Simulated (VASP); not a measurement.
All values below come from PBEsol GGA, VASP's PBE PAW potentials (set 64) (plane waves; VASP).

VASP input:

**INCAR**
```
LCHARG = F
EDIFF = 1E-6
SYSTEM = Zn4SSe3
ENCUT = 400   ! plane-wave cut-off (eV)
GGA = PS
SIGMA = 0.05   ! width (eV)
LWAVE = F
IBRION = 2   ! conjugate gradients
ALGO = Normal   ! blocked Davidson
ISIF = 3   ! ions, shape and volume
NELM = 100
EDIFFG = -0.02
LMAXMIX = 4
PREC = Accurate
LASPH = T   ! aspherical one-centre terms
NSW = 60   ! most ionic steps
ISMEAR = 0
LREAL = F   ! projection in real space or not
```

**POSCAR**
```
Zn4SSe3
1.0
  5.5548438444   0.0000000000   0.0000000000
  0.0000000000   5.5548438444   0.0000000000
  0.0000000000   0.0000000000   5.5548438444
Zn Se S
4 3 1
Direct
  0.0070878882   0.9929121118   0.9929121118
  0.4929121118   0.5070878882   0.9929121118
  0.4929121118   0.9929121118   0.5070878882
  0.0070878882   0.5070878882   0.5070878882
  0.2500000000   0.2500000000   0.2500000000
  0.7500000000   0.7500000000   0.2500000000
  0.7500000000   0.2500000000   0.7500000000
  0.2500000000   0.7500000000   0.7500000000
```

KPOINTS:
```
Automatic mesh
0
Gamma
4 4 4
0 0 0
```

POTCAR, in this order: Zn Se S (PBE.64 set). Program: vasp_std.

Question: Predict the energy per atom (σ→0), volume per atom, band gap (on the k-mesh).

Answer: 
The energy per atom (σ→0) is -3.480 eV/atom and the band gap (on the k-mesh) is 1.39 eV. The volume per atom is 21.56 Å³/atom.

**OSZICAR**
```
...
DAV:   1    -0.278698628375E+02   -0.30828E-01   -0.47131E-01  1087   0.878E+00    0.127E+00
DAV:   2    -0.278436501040E+02    0.26213E-01   -0.11693E-01  1049   0.549E+00    0.469E-01
DAV:   3    -0.278407830463E+02    0.28671E-02   -0.57573E-03   924   0.360E-01    0.236E-01
DAV:   4    -0.278399080401E+02    0.87501E-03   -0.68664E-04   942   0.123E-01    0.910E-02
DAV:   5    -0.278398140457E+02    0.93994E-04   -0.10994E-04  1226   0.160E-01    0.188E-02
DAV:   6    -0.278398181177E+02   -0.40720E-05   -0.84153E-05   948   0.737E-02    0.953E-03
DAV:   7    -0.278398189362E+02   -0.81852E-06   -0.60627E-06   836   0.113E-02
   2 F= -.27839819E+02 E0= -.27839819E+02  d E =-.783235E-03
```

The structure was generated: Zn4SSe3 was put into an ordered model structure (P-43m), which need not be its known phase. This run relaxes it. Symmetry was kept, so distortions that lower it aren't found. The start is the result of an earlier pass.
